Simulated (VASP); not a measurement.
```
CELL_PARAMETERS angstrom
      0.00000     3.33000     3.33000
      3.33000     0.00000     3.33000
      3.33000     3.33000     0.00000
ATOMIC_POSITIONS crystal
  Sr 0.00000 0.00000 0.00000
  Te 0.50000 0.50000 0.50000
```

All values below come from PBEsol GGA, VASP's PBE PAW potentials (set 64) (plane waves; VASP). Settings: 480 eV cut-off, 6×6×6 Γ-centred mesh, Gaussian smearing of 0.050 eV, potentials Sr_sv Te.

### Question
The ions, cell shape and volume are relaxed. Predict the relaxed structure.

### Answer

```
CELL_PARAMETERS angstrom
      0.00000     3.30776     3.30776
      3.30776     0.00000     3.30776
      3.30776     3.30776     0.00000
ATOMIC_POSITIONS crystal
  Sr 0.00000 0.00000 0.00000
  Te 0.50000 0.50000 0.50000
```
Space group Fm-3m (225), at a tolerance of 0.03 Å.

### Question
How do energy and volume change from the first to the last step?

### Answer
The energy (σ→0) changes by -1.6 meV/atom and the volume by -2.0 %, in 3 ionic steps.

The compound is SrTe in the rock salt structure. This run relaxes it. Symmetry was kept, so distortions that lower it aren't found.
